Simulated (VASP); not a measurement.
Input of a VASP 6.6.1 run:

File INCAR:

```
SYSTEM = VSe2
  PREC = Accurate
  ENCUT = 520
  EDIFF = 1E-8
  ISMEAR = 0
  SIGMA = 0.02
  LREAL = .False.
  LASPH = .True.
  NELM = 100
  ALGO = Normal
  ISIF = 2
  LWAVE = .False.
  LCHARG = .False.
  ISPIN = 2
  MAGMOM = 1 0 0
  LORBIT = 11
  LMAXMIX = 4
  GGA = PS
  IVDW = 12
  IBRION = 6
  NFREE = 2
  POTIM = 0.015
  NSW = 1
```

Contents of KPOINTS:

```
Automatic mesh
0
Gamma
  12 12 6
  0 0 0
```

File POSCAR:

```
VSe2                                    
1.0
    3.2201645718      0.0000000000      0.0000000000
   -1.6100822859      2.7887443238      0.0000000000
    0.0000000000      0.0000000000      5.7075800558
  V               Se            
     1     2
Direct
     0.0000000000000000    0.0000000000000000    0.0000000000000000
     0.3333333300000021    0.6666666699999979    0.2748032213808698
     0.6666666699999979    0.3333333300000021    0.7251967786191301
```

Potentials or basis: VASP PAW PBE potentials, release 64 (V_sv, Se).

Launch:

```bash
$ cat potpaw_PBE.64/V_sv/POTCAR potpaw_PBE.64/Se/POTCAR > POTCAR
$ mpirun -np 1 vasp_std > vasp.out
```

(1) Predict the site moments.

(2) What does it give for the dispersion energy per atom?

(3) Estimate the highest phonon frequency at Γ.

Results:

(1) V +0.11; Se -0.00 μB.

(2) -0.465 eV.

(3) 372 cm⁻¹.
